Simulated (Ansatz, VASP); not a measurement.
Two plane-wave programs on Zr3CN3

```
Zr C N
1.0
     4.55103    0.00000    0.00000
     0.00000    4.55103    0.00000
     0.00000    0.00000    4.55103
Zr C N
3 1 3
Direct
  0.50000 0.00000 0.00000
  0.00000 0.50000 0.00000
  0.00000 0.00000 0.50000
  0.00000 0.00000 0.00000
  0.00000 0.50000 0.50000
  0.50000 0.00000 0.50000
  0.50000 0.50000 0.00000
```

Change from the starting cell: species swapped into the Ca3AsBr3 type (Pm-3m, No. 221).

Alike in both runs: functional PBE; k mesh 8 × 8 × 8; occupations gaussian, width 0.1 eV; no spin polarisation.

Ansatz relaxed the structure, and its values are those at the end. VASP's run is a single point on that final structure, the one shown.

|  | VASP | Ansatz |
| --- | --- | --- |
| version | VASP 6.6.1 | Ansatz 0.2.0 |
| potentials or method | VASP PAW PBE potentials, release 64 (Zr_sv, C, N) | scalar-relativistic, plane waves, PAW |
| plane-wave cutoff (eV) | 520 | 420 |
| valence electrons in the cell | 55 | 55 |

Ansatz gave:

| Item | Value |
| --- | --- |
| gap on the k mesh at the Fermi level (eV) | none |
| pressure (GPa) | 0.0 |

**Question.** Which values does VASP return?

**Answer.** gap on the k mesh at the Fermi level (eV): none; pressure (GPa): 0.2.

A gap of «none» marks a metal or a gap that the smearing closes.
